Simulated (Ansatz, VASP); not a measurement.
## As (Arsenic): VASP beside Ansatz

One calculation is typed for both programs; each brings its own data sets and cutoff. How far apart do they land?

Method: plane waves, with VASP 6.6.1 beside it; single point at PBEsol, in Ansatz 0.2.0.

### Step 1. Set-up

It takes space group R-3m (No. 166, trigonal). Conventional cell: a = 3.760 Å, b = 3.760 Å, c = 10.441 Å, α = 90.00°, β = 90.00°, γ = 120.00°. Nearest to As lie 3 As at 2.52 Å.

As a file:

```cif
data_structure
_symmetry_space_group_name_H-M 'P 1'
_symmetry_Int_Tables_number 1
_cell_length_a 4.1018
_cell_length_b 4.1018
_cell_length_c 4.1018
_cell_angle_alpha 54.554
_cell_angle_beta 54.554
_cell_angle_gamma 54.554
_cell_volume 42.61
loop_
_atom_site_label
_atom_site_type_symbol
_atom_site_fract_x
_atom_site_fract_y
_atom_site_fract_z
_atom_site_occupancy
As1 As 0.77236 0.77236 0.77236 1
As2 As 0.22764 0.22764 0.22764 1
```

### Step 2. VASP: single point, PBEsol

A single point gives forces, pressure and levels at one fixed geometry, so differences don't come from the geometry; what else differs is listed under the comparison.

Lines of VASP's logs that name or quote its potential files are left out, and so is its time.

INCAR reads:

```
SYSTEM = As
PREC = Accurate
ENCUT = 400
EDIFF = 1E-05
NELM = 100
ISMEAR = 0
SIGMA = 0.05
LREAL = .FALSE.
ALGO = Normal
GGA = PS
NBANDS = 11
LORBIT = 11
LWAVE = .FALSE.
LCHARG = .FALSE.
KPAR = 4
```

POSCAR reads:

```
As
1.0
    1.8798500000      1.0853319035      3.4804000000
   -1.8798500000      1.0853319035      3.4804000000
    0.0000000000     -2.1706638071      3.4804000000
As
2
Direct
    0.7723600000      0.7723600000      0.7723600000
    0.2276400000      0.2276400000      0.2276400000
```

KPOINTS reads:

```
Automatic mesh
0
Gamma
8 8 8
0 0 0
```

PAW data sets: As (PBE family, release 64).

The run is started by

```sh
mpirun -np 4 vasp_std
```

Numbers of over 12 decimals in the logs are rounded to 6 here.

What it wrote:

```text
[banner, memory and clock lines left out]
running    4 mpi-ranks, on    1 nodes
 distrk:  each k-point on    1 cores,    4 groups
 distr:  one band on    1 cores,    1 groups

 POSCAR found type information on POSCAR As
 POSCAR found :  1 types and       2 ions
|                                                                             |
|               ----> ADVICE to this user running VASP <----                  |
|                                                                             |
|     You enforced a specific xc type in the INCAR file but a different       |
|     [... a line on the potential file left out ...]
|     I HOPE YOU KNOW WHAT YOU ARE DOING!                                     |
|                                                                             |

 LDA part: xc-table for (Slater+PW92), standard interpolation
 POSCAR, INCAR and KPOINTS ok, starting setup
 FFT: planning ... GRIDC
 FFT: planning ... GRID_SOFT
 FFT: planning ... GRID
 WAVECAR not read
 entering main loop
       N       E                     dE             d eps       ncg     rms          rms(c)
DAV:   1     0.227161126816E+02    0.22716E+02   -0.35735E+03  1438   0.607E+02
DAV:   2    -0.898811608222E+01   -0.31704E+02   -0.30657E+02  2050   0.105E+02
DAV:   3    -0.102450962182E+02   -0.12570E+01   -0.12527E+01  1734   0.217E+01
DAV:   4    -0.102510716639E+02   -0.59754E-02   -0.59749E-02  1637   0.173E+00
DAV:   5    -0.102510869768E+02   -0.15313E-04   -0.15312E-04  1699   0.924E-02    0.341E+00
DAV:   6    -0.102284578707E+02    0.22629E-01   -0.66115E-03  1571   0.461E-01    0.203E+00
DAV:   7    -0.102166912227E+02    0.11767E-01   -0.13190E-02  1592   0.673E-01    0.698E-02
DAV:   8    -0.102166912241E+02   -0.14178E-08   -0.41681E-04  1589   0.124E-01    0.230E-02
DAV:   9    -0.102167038562E+02   -0.12632E-04   -0.32594E-05  1673   0.364E-02    0.127E-02
DAV:  10    -0.102167042123E+02   -0.35611E-06   -0.15382E-06   820   0.797E-03
   1 F= -.10216704E+02 E0= -.10216431E+02  d E =-.545684E-03
```

Parts of OUTCAR (step 2):

```text
ion  position               nearest neighbor table
   1  0.772  0.772  0.772-   2 2.52   2 2.52   2 2.52
   2  0.228  0.228  0.228-   1 2.52   1 2.52   1 2.52

  LATTYP: Found a trigonal (rhomboedric) cell.
 ALAT       =     4.1018246578
 COS(alpha) =     0.5799294783

 Subroutine GETGRP returns: Found 12 space group operations
 (whereof 12 operations were pure point group operations)

The static configuration has the point symmetry D_3d.

 Found     65 irreducible k-points:

   k-points           NKPTS =     65   k-points in BZ     NKDIM =     65   number of bands    NBANDS=     11

   dimension x,y,z NGX =    28 NGY =   28 NGZ =   28
   dimension x,y,z NGXF=    56 NGYF=   56 NGZF=   56

   ENCUT  =  400.0 eV  29.40 Ry    5.42 a.u.   6.69  6.69  6.69*2*pi/ulx,y,z

   NELECT =      10.0000    total number of electrons

 k-points in reciprocal lattice and weights: Automatic mesh
   0.00000000  0.00000000  0.00000000       0.002
   0.12500000  0.00000000  0.00000000       0.012
   0.25000000  0.00000000  0.00000000       0.012
   0.37500000  0.00000000  0.00000000       0.012
   0.50000000  0.00000000  0.00000000       0.006
   0.12500000  0.12500000  0.00000000       0.012
   0.25000000  0.12500000  0.00000000       0.023
   0.37500000  0.12500000  0.00000000       0.023
   0.50000000  0.12500000 -0.00000000       0.023
[...]
-0.37500000  0.50000000  0.37500000       0.012
   0.50000000  0.50000000  0.50000000       0.002

 average (electrostatic) potential at core
       1 -49.6876       2 -49.6876

 E-fermi :   5.6058

 k-point     1 :       0.0000    0.0000    0.0000
  band No.  band energies     occupation
      1      -9.6626      2.00000
      2      -0.2977      2.00000
      3       2.9046      2.00000
      4       3.4392      2.00000
      5       3.4392      2.00000
      6       7.1931      0.00000
      7       8.4055      0.00000
      8       8.4055      0.00000
      9      12.1656      0.00000
     10      12.1656      0.00000
    ...

 k-point     2 :       0.1250    0.0000    0.0000
  band No.  band energies     occupation
      1      -9.4516      2.00000
      2      -1.0333      2.00000
      3       2.9206      2.00000
      4       3.2965      2.00000
      5       3.4580      2.00000
      6       7.4216      0.00000
      7       8.0228      0.00000
      8       8.1863      0.00000
      9      11.1692      0.00000
     10      11.8802      0.00000
    ...

 k-point     3 :       0.2500    0.0000    0.0000
  band No.  band energies     occupation
      1      -8.8268      2.00000
      2      -2.6699      2.00000
      3       2.7000      2.00000
      4       3.0044      2.00000
      5       3.9470      2.00000
      6       6.6803      0.00000
      7       7.2949      0.00000
      8       7.5276      0.00000
      9      11.4794      0.00000
     10      12.0797      0.00000
    ...

  Total        0.2411570      0.2411570     -0.0807998     -0.0000000      0.0000000      0.0000000
  in kB        9.0686847      9.0686847     -3.0384668     -0.0000000      0.0000000      0.0000000
  external PRESSURE =       5.0329675 kB  Pullay stress =       0.0000000 kB

  energy-cutoff  :      400.00
  volume of cell :       42.61
      direct lattice vectors                 reciprocal lattice vectors
     1.879850000  1.085331903  3.480400000     0.265978669  0.153562856  0.095774432
    -1.879850000  1.085331903  3.480400000    -0.265978669  0.153562856  0.095774432
     0.000000000 -2.170663807  3.480400000     0.000000000 -0.307125712  0.095774432

 POSITION                                       TOTAL-FORCE (eV/Angst)
 -----------------------------------------------------------------------------------
      0.00000     -0.00000      8.06437         0.000000      0.000000     -0.219980
      0.00000     -0.00000      2.37683         0.000000     -0.000000      0.219980
 -----------------------------------------------------------------------------------
    total drift:                                0.000000     -0.000000      0.000000

  FREE ENERGIE OF THE ION-ELECTRON SYSTEM (eV)
  ---------------------------------------------------
  free  energy   TOTEN  =       -10.2167042123 eV

  energy  without entropy=      -10.2161585288  energy(sigma->0) =      -10.21643137

 total charge
# of ion       s       p       d       tot
------------------------------------------
    1        1.304   1.353   0.050   2.707
    2        1.304   1.353   0.050   2.707
--------------------------------------------------
tot          2.608   2.705   0.100   5.413

[... 3 further parts left out ...]
```

The run ends at a pressure of 0.50 GPa, with forces up to 0.22 eV/Å.

### Step 3. Ansatz: single point, PBEsol

Ansatz runs on its default PAW (the set named soft_2) files.

The same cell, functional, mesh and smearing now go to Ansatz, which takes its cutoff from its data sets.

input.yaml reads:

```yaml
crystal:
  lattice:
    - [1.87985, 1.0853319035, 3.4804]
    - [-1.87985, 1.0853319035, 3.4804]
    - [0.0, -2.1706638071, 3.4804]
  atoms:
    - { symbol: As, position: [0.77236, 0.77236, 0.77236] }
    - { symbol: As, position: [0.22764, 0.22764, 0.22764] }
hamiltonian:
  xc: pbesol
  pseudopotentials: { kind: paw }
kpoints:
  mp_grid: { grid: [8, 8, 8] }
scf:
  occupations: { method: gaussian, width: 0.05 }
  n_extra_bands: 4
output:
  forces: true
  stress: true
  eigenvalues: true
  write_density: true
  write_potential: true
  elf: true
  volumetric_format: npy
```

The run is started by

```sh
ansatz run input.yaml --threads 2 --pin off --max-ram 4608MiB --backend cpu --events-out ev --progress --plain --runs-dir out
```

What it wrote:

```text
scf.n_extra_bands = 4 over 15 filled bands (N_el = 30.0): the run solves 19 bands
Engine: ansatz 0.2.0, aarch64-unknown-linux-gnu
Pseudopotentials: kind: paw
Pseudopotential: As, paw, valence charge 15, recommended cutoff 420 eV (normal), As.paw.azcp
Functional definition: PBEsol
  exchange = pbesol_x
  correlation = pbesol_c
Crystal: 2 atoms, lattice volume = 42.606 Å³
Basis set: ecut = 420 eV, 845 PW (Γ), exchange–correlation on 60×60×60 points (8 copies of the dense FFT grid, shifted against one another)
Bands: 19, of which v1, the nominal top of the filled ones, is band 15 counted from 1 (14 counted from 0)
Symmetry: 12 space group operations
Space group: R-3m (ITA 166), of the structure as read, at distance tolerance 3.5e-5 Å
k-points: 65 of 512
Non-local potential: As, projectors of the file, l = 0: 2, l = 1: 2, l = 2: 3, l = 3: 1
PAW form: soft (Blöchl's): semilocal exchange-correlation on the pseudo side does not see the compensation charge
PAW frozen core: As, regenerated for the run's functional, and the local potential with it (the file was generated under x = pbe(κ = 0.804, μ = 0.219515), c = pbe(β = 0.066725))
PAW one-centre angular grid: As, 590 points (default); XC on 64 Gauss nodes
Initial density: superposition of atomic densities (neutral atoms: chi_scale 0, normalization atom), corrected by the library's trained network
Initial wavefunctions: pseudopotential atomic-orbital guess
Functional: x = pbesol(κ = 0.804, μ = 0.123457), c = pbesol(β = 0.046)
SCF iter   1: F=—  HF=-9626.051148 eV  |F-HF|=—  |Δ(HF+E_count)|=         —  Δρ=1.90e-3  dr2=1.28e-3  ethr=1.77e-3  ⟨swp⟩=5.8  Hψ=5806  notcnv=0
preconditioner: auto → none  [insulator: Δε(μ)=0.136 eV  Ē_g=10.250 eV  σ=0.050 eV  W_gap=0.77  n_scr=14 (ndim 8)  ℏωp=18.0 eV  f_vac=0.006  D(μ)=0.45/eV (n_scr^D=0)  ε∞_Penn≈4.1]
SCF iter   2: F=—  HF=-9626.050452 eV  |F-HF|=—  |Δ(HF+E_count)|=   6.96e-4  Δρ=9.43e-4  dr2=1.97e-4  ethr=4.27e-6  ⟨swp⟩=2.2  Hψ=2652  notcnv=0
SCF iter   3: F=—  HF=-9626.050543 eV  |F-HF|=—  |Δ(HF+E_count)|=   9.08e-5  Δρ=2.80e-4  dr2=1.61e-5  ethr=6.57e-7  ⟨swp⟩=3.0  Hψ=2193  notcnv=0
SCF iter   4: F=—  HF=-9626.050555 eV  |F-HF|=—  |Δ(HF+E_count)|=   1.23e-5  Δρ=5.79e-5  dr2=1.01e-6  ethr=5.36e-8  ⟨swp⟩=3.0  Hψ=2219  notcnv=0
iter 5 did not close the SCF: its close was put off for the readings that it lacked (scf_convergence_deferred on its scf_iter line)
SCF iter   5: F=-9626.050555 eV  HF=-9626.050555 eV  |F-HF|=2.47e-8  |Δ(HF+E_count)|=   1.60e-7  Δρ=1.02e-5  dr2=2.46e-8  ethr=3.37e-9  ⟨swp⟩=2.0  Hψ=2212  notcnv=0
SCF iter   6: F=-9626.050555 eV  HF=-9626.050555 eV  |F-HF|=1.46e-11  |Δ(HF+E_count)|=   2.76e-8  Δρ=7.57e-7  dr2=1.28e-10  ethr=8.19e-11  ⟨swp⟩=4.6  Hψ=6075  notcnv=0
SCF 1 converged in 6 iterations: F = -9626.050555 eV  dr2 = 1.28e-10
  greatest PAW one-centre occupation: 0.999 electrons in one spin orbital (limit 2), on the As atom at site 1 (counted from 0), in its partial waves of l = 2
SCF converged after 6 iterations
Free energy (F): -9626.050555 eV
Harris-Foulkes:  -9626.050555 eV  (|F-HF|=1.46e-11)
Internal energy: -9626.049997 eV  (E = F + TS)
E sigma→0 (E₀):  -9626.050276 eV
Entropy (-TS):   -0.000558 eV (-0.279 meV/atom)
Fermi energy:    10.948354 eV
--- Per-component energies (eV) ---
  E_band       = -466.432784
  E_kinetic    = 205.312899
  E_local      = -3317.009074  (includes V_loc(G=0)·N_el)
  E_nonlocal   = -1336.797294
  E_hartree    = 1838.319566
  E_xc         = -157.552189
  E_vxc        = -158.607733  (∫ρ·V_xc dr)
  E_paw        = -3584.811845  (= ΣΔE_a)
  E_vpaw       = 464.029568  (= ΣTr[D̂ρ^β])
  E_aug_tail   = 0.000015  (compensation charges beyond the density's cutoff)
  E_ewald      = -3275.444930
  E_core_change = 1.932857  (= ΣΔE_core)
  E_smearing   = -0.000558  (= −TS)
  E_closure    = 0.000000  (closes the sum)
  Σ components = -9626.050555   (vs F -9626.050555, Δ=0.00e0)
--- Forces (eV/Å), atoms counted from 1 ---
  atom   1  As    -0.00000000     0.00000000    -0.15289573
  atom   2  As     0.00000000    -0.00000000     0.15289573
  max |Σ_I F_I| component: 4.63e-18 eV/Å
--- Stress (GPa, compression-positive) ---
        0.428232       0.000000      -0.000000
        0.000000       0.428232       0.000000
       -0.000000       0.000000      -0.547983
  P = ⅓ Tr σ = 0.1028 GPa (1.028 kbar)
--- Band table (eV; the first three rows and the last of 65) ---
  k-point 0: bands = [... 11 lower, 5.0125, 8.2432, 8.7832, 8.7832, 12.5545, 13.7486, 13.7486, 17.5430]
  k-point 1: bands = [... 11 lower, 4.2851, 8.2617, 8.6416, 8.7952, 12.7756, 13.3633, 13.5256, 16.5400]
  k-point 2: bands = [... 11 lower, 2.6600, 8.0405, 8.3517, 9.2797, 12.0202, 12.6378, 12.8638, 16.8447]
  k-point 64: bands = [... 11 lower, 0.6243, 9.0693, 9.0693, 10.1775, 11.4516, 11.4516, 12.5546, 18.8270]
```

Elapsed: 3.4 s, on 2 threads of Arm Neoverse N1, shared host; peak memory 0.32 GiB.

The column dr2 measures how far the density is from self-consistency, as an energy; F and HF (Harris–Foulkes) agree once it is small.

The run ends at a pressure of 0.10 GPa, with forces up to 0.15 eV/Å.

### Step 4. Differences

Known differences besides the potentials themselves: the data sets hold 30 valence electrons in Ansatz (default PAW (the set named soft_2) files) and 10 in VASP; the cutoff is 420 eV in Ansatz and 400 eV in VASP; Ansatz makes its cores anew for this functional, VASP keeps those of its PBE data sets; VASP leaves aspherical gradient terms in its spheres out (LASPH is not set), Ansatz keeps them. Total energies have different zeros and are not compared.

Compared:

```tsv
quantity	Ansatz	VASP	difference
pressure (GPa)	0.10	0.50	-0.40
```

Forces (eV/Å; atoms numbered as in POSCAR):

```tsv
atom	Ansatz x, y, z	VASP x, y, z
As1	0.000, 0.000, -0.153	0.000, 0.000, -0.220
As2	0.000, 0.000, 0.153	0.000, 0.000, 0.220
```

The forces differ by 39 meV/Å r.m.s., which is 30.5 % of the r.m.s. force of 0.13 eV/Å (both taken over all components).

### Step 5. What the set-up changes

Further runs change the set-up of one program: Ansatz's method, potentials or start, or VASP's data sets, cutoff or form of LDA. The table gives Ansatz less VASP for each quantity, since a change that brings one quantity closer may part another.

```tsv
run	r.m.s. force difference (meV/Å)	pressure (GPa)
as above	39	-0.40
cores kept as stored	37	-0.38
Ansatz's all-electron LAPW method	39	-0.39
Ansatz's larger PAW set (cutoff 580 eV)	39	-0.39
norm-conserving potentials (cutoff 1143 eV)	34	-0.33
```

### Step 6. Results

| Item | Value |
| --- | --- |
| r.m.s. force difference (single point, PBEsol) | 39 meV/Å |

The r.m.s. force difference is 39 meV/Å (single point, PBEsol), beyond the 12 meV/Å picked in this series as the mark of a large difference. For single point, PBEsol, no further run moves any of the tabulated differences by more than a quarter of its size. How closely two codes agree says nothing of how well the functional describes the real material.

[Lines on the potential files, build, host, timing and source positions are cut from VASP's logs without a mark.]

[Logs are printed without paths, hosts, clocks, repeated set-up lines and the standing remarks that a program may print on its own settings, such as how far it seeks lower states.]

[Hosts, paths, dates, database ids (printed as entryN), source tags and the programs' standing remarks are cut or masked in the printed files.]
